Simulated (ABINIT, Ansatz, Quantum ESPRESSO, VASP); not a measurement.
# Code comparison for HgS (F-43m, 2 atoms in the cell)

Self-consistent single point.

```
CELL_PARAMETERS angstrom
      0.00000     2.92500     2.92500
      2.92500     0.00000     2.92500
      2.92500     2.92500     0.00000
ATOMIC_POSITIONS crystal
  Hg 0.00000 0.00000 0.00000
  S  0.25000 0.25000 0.25000
```

Shared settings, as Ansatz (an electronic-structure program) writes them: kpoints.mp_grid.grid = 5 5 5; magnetization.spin_orbit = true; scf.occupations.method = fermi_dirac; scf.occupations.width = 0.01 eV. Potentials and cutoffs stand in the table.

```csv
code,model,pressure (GPa),gap on the mesh (eV),cutoff
Ansatz,"PBE with spin-orbit coupling, default PAW files",3.66,–,420 eV
ABINIT,"PBE, spin-orbit coupling, norm-conserving pseudopotentials (PseudoDojo nc-fr-04 PBE standard)",3.67,0.111,898 eV
VASP,"PBE, spin-orbit coupling, VASP's PBE PAW potentials (set 64)",–,0.117,300 eV
Quantum ESPRESSO,"PBE, spin-orbit coupling, PseudoDojo fully relativistic norm-conserving (PBE) pseudopotentials",3.68,0.111,70 Ry
```

A dash marks a value that a program does not give, or that is left out as unsure.

No gap is tabulated for Ansatz: it is not read from that output, or partly filled or unconverged empty levels leave it unsure.

Gaps are read on the mesh.

The spread over the programs that give each value: pressure within 0.02 GPa; gap on the mesh within 0.006 eV.

Ansatz's pressure is given at a fixed set of plane waves, as the other plane-wave codes print theirs; with its correction for the finite basis it is 3.69 GPa.

VASP's run is marked for a possible Pulay error in its stress at this cutoff; no cutoff test was made.

The starting cell has typed, rounded lattice constants, without a prior relaxation at this level.

Left out of this page: Elk, FLEUR and SIESTA (not drawn, or without a comparable value).

Keys are those of Ansatz 0.2.
